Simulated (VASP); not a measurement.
Input:

```xyz
1
Lattice="-3.0500 3.0500 3.0500 3.0500 -3.0500 3.0500 3.0500 3.0500 -3.0500" Properties=species:S:1:pos:R:3 pbc="T T T"
Cs     0.0000     0.0000     0.0000
```

Level of theory: revPBE GGA, VASP's PBE PAW potentials (set 64) (plane waves; VASP 6.6.1). Run with 520 eV cut-off, 8×8×8 Γ-centred mesh, first-order Methfessel-Paxton smearing of 0.10 eV, potentials Cs_sv.

Energy and stress use the plane-wave basis of the starting cell.

Problem. The ions, cell shape and volume are relaxed. What does this cell relax into?

Solution. 
```xyz
1
Lattice="-3.1846 3.1846 3.1846 3.1846 -3.1846 3.1846 3.1846 3.1846 -3.1846" Properties=species:S:1:pos:R:3 pbc="T T T"
Cs     0.0000     0.0000     0.0000
```
Space group Im-3m (229), at a tolerance of 0.03 Å.

Problem. How do energy and volume change from the first to the last step?

Solution. The energy (σ→0) changes by -12.1 meV/atom and the volume by +13.8 %, in 4 ionic steps.

The compound is Cs in the bcc structure. This run relaxes it. Symmetry was kept, so distortions that lower it aren't found.
